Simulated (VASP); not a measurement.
These are PBE GGA with D3 dispersion (zero damping), VASP's PBE PAW potentials (set 64) (plane waves; VASP 6.6.1) values and carry that method's errors.

VASP input:

### INCAR
```
ALGO=Normal
EDIFF=1E-7
ENCUT=520
GGA=PE
ISIF=2
ISMEAR=-5
IVDW=11
LASPH=.True.
LCHARG=.True.
LEFG=.True.
LORBIT=11
LREAL=.False.
LWAVE=.False.
NEDOS=601
NELM=100
PREC=Accurate
SYSTEM=SiC
```

POSCAR:
```
SiC
5.0589620
  0.3045626233  -0.5275178894   0.0000000000
  0.3045626233   0.5275178894   0.0000000000
  0.0000000000   0.0000000000   1.0000000873
Si C
2 2
Cart
  0.3045626233  -0.1758396481   0.4995660449
  0.3045626233   0.1758396481   0.9995660885
  0.3045626233  -0.1758396481   0.8754340751
  0.3045626233   0.1758396481   0.3754340315
```

### KPOINTS
```
Automatic mesh
0
Gamma
9 9 5
```

POTCAR, in this order: Si C (PBE.64 set). Program: vasp_std.

Q: Estimate the energy per atom (σ→0), dispersion energy, band gap (on the k-mesh).

A: 
```json
{
  "energy per atom (σ→0)": "-7.671 eV/atom",
  "dispersion_energy": "-0.577 eV",
  "band gap (on the k-mesh)": "2.29 eV"
}
```

**OSZICAR**
```
...
DAV:   8    -0.301075380012E+02    0.15488E-01   -0.47627E-02  1016   0.163E+00    0.541E-01
DAV:   9    -0.301068225608E+02    0.71544E-03   -0.64274E-03  1072   0.618E-01    0.132E-01
DAV:  10    -0.301070871980E+02   -0.26464E-03   -0.72894E-04  1028   0.194E-01    0.547E-02
DAV:  11    -0.301071009428E+02   -0.13745E-04   -0.11602E-04  1012   0.844E-02    0.125E-02
DAV:  12    -0.301071021774E+02   -0.12346E-05   -0.43003E-06  1072   0.168E-02    0.298E-03
DAV:  13    -0.301071026113E+02   -0.43389E-06   -0.23522E-07   968   0.409E-03    0.182E-03
DAV:  14    -0.301071026621E+02   -0.50829E-07   -0.17015E-08   608   0.117E-03
   1 F= -.30683637E+02 E0= -.30683637E+02  d E =0.000000E+00
```

The compound is SiC in the wurtzite structure, the rare 2H polytype. It was relaxed first.
